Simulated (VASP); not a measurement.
OSZICAR of a VASP run on GaAs (zinc blende):

File OSZICAR:
```
       N       E                     dE             d eps       ncg     rms          rms(c)
DAV:   1     0.545525226902E+02    0.54553E+02   -0.84684E+03   934   0.173E+03
DAV:   2    -0.234004107843E+02   -0.77953E+02   -0.75168E+02   965   0.302E+02
DAV:   3    -0.290426522933E+02   -0.56422E+01   -0.56110E+01  1165   0.716E+01
DAV:   4    -0.291348032028E+02   -0.92151E-01   -0.92093E-01  1020   0.977E+00
DAV:   5    -0.291365947010E+02   -0.17915E-02   -0.17914E-02  1133   0.114E+00    0.317E+00
DAV:   6    -0.269980945455E+02    0.21385E+01   -0.60366E-01  1093   0.171E+01    0.193E+00
DAV:   7    -0.271024009713E+02   -0.10431E+00   -0.34784E-01  1010   0.760E+00    0.893E-01
DAV:   8    -0.270286062943E+02    0.73795E-01   -0.13519E-01   925   0.495E+00    0.365E-01
DAV:   9    -0.269550647361E+02    0.73542E-01   -0.23898E-01   920   0.452E+00    0.220E-01
DAV:  10    -0.269645880534E+02   -0.95233E-02   -0.82895E-02   910   0.271E+00    0.752E-02
DAV:  11    -0.270493061314E+02   -0.84718E-01   -0.48944E-02   915   0.199E+00    0.640E-02
DAV:  12    -0.270488463963E+02    0.45974E-03   -0.10505E-03  1205   0.308E-01    0.324E-02
DAV:  13    -0.270521441641E+02   -0.32978E-02   -0.85591E-04   915   0.319E-01    0.155E-02
DAV:  14    -0.270527621315E+02   -0.61797E-03   -0.40227E-04   995   0.257E-01    0.483E-03
DAV:  15    -0.270528650226E+02   -0.10289E-03   -0.10309E-04   915   0.128E-01    0.741E-03
DAV:  16    -0.270528805621E+02   -0.15540E-04   -0.25613E-06   845   0.173E-02    0.475E-03
DAV:  17    -0.270528848564E+02   -0.42943E-05   -0.12674E-06   465   0.137E-02
   1 F= -.27052885E+02 E0= -.27052885E+02  d E =-.270529E+02
```

Problem. Which electronic solver shows in the log?

Solution. It is blocked Davidson (ALGO = Normal, or the opening steps of other solvers). The INCAR had ALGO = Normal.

Problem. Can the final energy be trusted as converged?

Solution. The run converged. It stopped with EDIFF = 1E-5, NELM = 100, NSW = 20 and EDIFFG = -0.03 after 1 ionic step (r2SCAN meta-GGA, plane waves, VASP's PBE PAW potentials (set 64)).

The compound is GaAs in the zinc blende structure. It was relaxed first.
